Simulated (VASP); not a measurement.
The system is Sn.

```xyz
2
Lattice="-2.9196 2.9196 1.5938 2.9196 -2.9196 1.5938 2.9196 2.9196 -1.5938" Properties=species:S:1:pos:R:3 pbc="T T T"
Sn    0.0000    0.0000    0.0000
Sn    0.0000    2.9196    0.7969
```

| Quantity | Value |
| --- | --- |
| Program | VASP 6.6.1 |
| Task | relaxation of cell and atoms |
| Functional | PBE |
| Potentials or basis | VASP PAW PBE potentials, release 64 (Sn_d) |
| Cutoff | 600 eV |
| k mesh | 12 × 12 × 12 |
| Occupations | gaussian, width 0.03 eV |
| Spin | no spin polarisation |

At the start: pressure 2.3 GPa; volume 27.17 Å³/atom.

How do energy, volume and symmetry change on relaxing?

Over 6 steps the energy falls by 8.4 meV/atom and the volume is 28.38 Å³/atom (+4.4 %); space group I4_1/amd (No. 141, to 0.05 Å).

Step by step:
| step | energy change (eV) | largest force (eV/Å) | pressure (GPa) | volume (Å³) |
| --- | --- | --- | --- | --- |
| 1 | 0.0000 | 0.0000 | 2.30 | 54.34 |
| 2 | -0.0155 | 0.0000 | -0.53 | 57.47 |
| 3 | -0.0168 | 0.0000 | 0.03 | 56.77 |
| 4 | -0.0168 | 0.0000 | -0.08 | 56.82 |
| 5 | -0.0168 | 0.0000 | 0.06 | 56.72 |
| 6 | -0.0168 | 0.0000 | -0.02 | 56.76 |

Final structure:
```
Sn
1.0
    -2.96470    2.96470    1.61443
     2.96470   -2.96470    1.61443
     2.96470    2.96470   -1.61443
Sn
2
Cartesian
  0.0000 0.0000 0.0000
  0.0000 2.9647 0.8072
```
